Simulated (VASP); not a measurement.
Here is the system:

```xyz
6
Lattice="4.2224 0.0000 0.0000 0.0000 4.4826 0.0000 0.0000 0.0000 2.7939" Properties=species:S:1:pos:R:3 pbc="T T T"
Co     3.0896     3.7038     1.3969
Co     1.1328     0.7788     1.3969
Co     0.9784     3.0200     2.7939
Co     3.2441     1.4625     0.0000
N      0.0000     2.2413     1.3969
N      2.1112     4.4826     0.0000
```

Calculation: PBEsol GGA, VASP's PBE PAW potentials (set 64) (plane waves; VASP). Run with 520 eV cut-off, Gaussian smearing of 0.050 eV, potentials Co N.

Problem. Give the energies of bands 13 to 26 at the high-symmetry points, in eV from the Fermi level.

Solution. 
| band | Γ | X | S | Y | Z | U | R | T |
|---|---|---|---|---|---|---|---|---|
| 13 | -2.13 | -1.88 | -2.07 | -1.76 | -2.88 | -2.78 | -2.53 | -2.83 |
| 14 | -2.10 | -1.88 | -2.07 | -1.76 | -2.88 | -2.78 | -2.53 | -2.83 |
| 15 | -1.94 | -1.71 | -2.02 | -1.62 | -1.04 | -1.63 | -1.87 | -1.16 |
| 16 | -1.85 | -1.71 | -2.02 | -1.62 | -1.04 | -1.63 | -1.87 | -1.16 |
| 17 | -1.73 | -1.39 | -1.44 | -1.59 | -0.92 | -1.27 | -0.96 | -0.86 |
| 18 | -1.69 | -1.39 | -1.44 | -1.59 | -0.92 | -1.27 | -0.96 | -0.86 |
| 19 | -1.33 | -0.92 | -1.09 | -1.29 | -0.89 | -0.78 | -0.91 | -0.43 |
| 20 | -0.48 | -0.92 | -1.09 | -1.29 | -0.89 | -0.78 | -0.91 | -0.43 |
| 21 | -0.38 | -0.70 | -0.84 | -0.61 | -0.47 | -0.69 | -0.61 | -0.33 |
| 22 | -0.21 | -0.70 | -0.84 | -0.61 | -0.47 | -0.69 | -0.61 | -0.33 |
| 23 | 0.17 | -0.40 | -0.69 | -0.29 | 0.24 | 0.03 | -0.09 | 0.00 |
| 24 | 0.33 | -0.40 | -0.69 | -0.29 | 0.24 | 0.03 | -0.09 | 0.00 |
| 25 | 0.55 | 0.86 | 1.72 | 1.04 | 0.56 | 1.04 | 1.00 | 0.45 |
| 26 | 0.80 | 0.86 | 1.72 | 1.04 | 0.56 | 1.04 | 1.00 | 0.45 |

It has no gap at this level: it comes out as a metal or semimetal.

The structure comes from a computed database's Co2N entry (Pnnm); how it stands against other phases isn't given here. It was relaxed first. The run is not spin-polarised, so no magnetic state was tried.
